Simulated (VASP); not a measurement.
All values below come from PBEsol GGA, VASP's PBE PAW potentials (set 64) (plane waves; VASP).

A VASP calculation is set up with these files.

KPOINTS:
```
Automatic mesh
0
Gamma
6 6 6
0 0 0
```

### INCAR
```
LWAVE = F
ALGO = Normal
LCHARG = F
ISIF = 2
PREC = Accurate
SYSTEM = KCdF3
EDIFF = 1E-6   ! SCF stop (eV)
ISMEAR = -1   ! Fermi-Dirac
SIGMA = 0.05   ! width (eV)
ENCUT = 400
NELM = 100   ! most electronic steps
LREAL = F   ! projection in real space or not
LMAXMIX = 4   ! l cut-off of mixed one-centre charges
GGA = PS
LASPH = T   ! aspherical one-centre terms
```

POSCAR:
```
KCdF3
1
    4.2944480000     0.0000000000     0.0000000000
    0.0000000000     4.2944480000     0.0000000000
    0.0000000000     0.0000000000     4.2944480000
K Cd F
1 1 3
Direct
  0.0000000000   0.0000000000   0.0000000000
  0.5000000000   0.5000000000   0.5000000000
  0.0000000000   0.5000000000   0.5000000000
  0.5000000000   0.0000000000   0.5000000000
  0.5000000000   0.5000000000   0.0000000000
```

POTCAR, in this order: K_sv Cd F (PBE.64 set). Program: vasp_std.

What VASP printed:

**OSZICAR**
```
       N       E                     dE             d eps       ncg     rms          rms(c)
DAV:   1     0.313944046812E+03    0.31394E+03   -0.20725E+04  1000   0.137E+03
DAV:   2    -0.610514545351E+01   -0.32005E+03   -0.31608E+03  1168   0.393E+02
DAV:   3    -0.217995755298E+02   -0.15694E+02   -0.15654E+02  1268   0.939E+01
DAV:   4    -0.221615809913E+02   -0.36201E+00   -0.36181E+00  1632   0.108E+01
DAV:   5    -0.221637644266E+02   -0.21834E-02   -0.21832E-02  1235   0.843E-01    0.149E+01
DAV:   6    -0.201384023263E+02    0.20254E+01   -0.81378E+00  1366   0.337E+01    0.112E+01
DAV:   7    -0.201227024364E+02    0.15700E-01   -0.73462E-01  1059   0.684E+00    0.673E+00
DAV:   8    -0.201026154909E+02    0.20087E-01   -0.19970E-01  1167   0.373E+00    0.837E-01
DAV:   9    -0.200927412540E+02    0.98742E-02   -0.56479E-02  1216   0.204E+00    0.131E-01
DAV:  10    -0.200934755510E+02   -0.73430E-03   -0.31955E-03  1203   0.546E-01    0.104E-01
DAV:  11    -0.200935842637E+02   -0.10871E-03   -0.12117E-04  1342   0.109E-01    0.795E-02
DAV:  12    -0.200935988833E+02   -0.14620E-04   -0.16717E-04  1060   0.114E-01    0.240E-02
DAV:  13    -0.200935999390E+02   -0.10557E-05   -0.54244E-06  1263   0.187E-02    0.459E-03
DAV:  14    -0.200935998076E+02    0.13141E-06   -0.18410E-07   723   0.339E-03
   1 F= -.20093600E+02 E0= -.20093600E+02  d E =-.361353E-10
```

OUTCAR:
```
------------------------ aborting loop because EDIFF is reached ----------------------------------------
  FORCE on cell =-STRESS in cart. coord.  units (eV):
  Direction    XX          YY          ZZ          XY          YZ          ZX
  --------------------------------------------------------------------------------------
  Total       -0.9502833     -0.9502833     -0.9502833     -0.0000000     -0.0000000      0.0000000
  in kB      -19.2239050    -19.2239050    -19.2239050     -0.0000000     -0.0000000      0.0000000
  external PRESSURE =     -19.2239050 kB  Pullay stress =       0.0000000 kB
  volume of cell :       79.20
      direct lattice vectors                 reciprocal lattice vectors
     4.294448000  0.000000000  0.000000000     0.232858798  0.000000000  0.000000000
     0.000000000  4.294448000  0.000000000     0.000000000  0.232858798  0.000000000
     0.000000000  0.000000000  4.294448000     0.000000000  0.000000000  0.232858798
 POSITION                                       TOTAL-FORCE (eV/Angst)
 -----------------------------------------------------------------------------------
      0.00000      0.00000      0.00000         0.000000      0.000000      0.000000
      2.14722      2.14722      2.14722         0.000000      0.000000      0.000000
      0.00000      2.14722      2.14722         0.000000      0.000000      0.000000
      2.14722      0.00000      2.14722         0.000000      0.000000      0.000000
      2.14722      2.14722      0.00000         0.000000      0.000000      0.000000
 -----------------------------------------------------------------------------------
    total drift:                                0.000000      0.000000      0.000000
  FREE ENERGIE OF THE ION-ELECTRON SYSTEM (eV)
  ---------------------------------------------------
  free  energy   TOTEN  =       -20.0935998076 eV

  energy  without entropy=      -20.0935998076  energy(sigma->0) =      -20.09359981
```
(Selected blocks of OUTCAR.)

At this cut-off the stress carries a Pulay error, which pulls relaxed volumes low.

The structure comes from a computed database's KCdF3 entry (Pm-3m); how it stands against other phases isn't given here. The cell was not relaxed at this level, and its volume differs by -5.9 % from the start's.
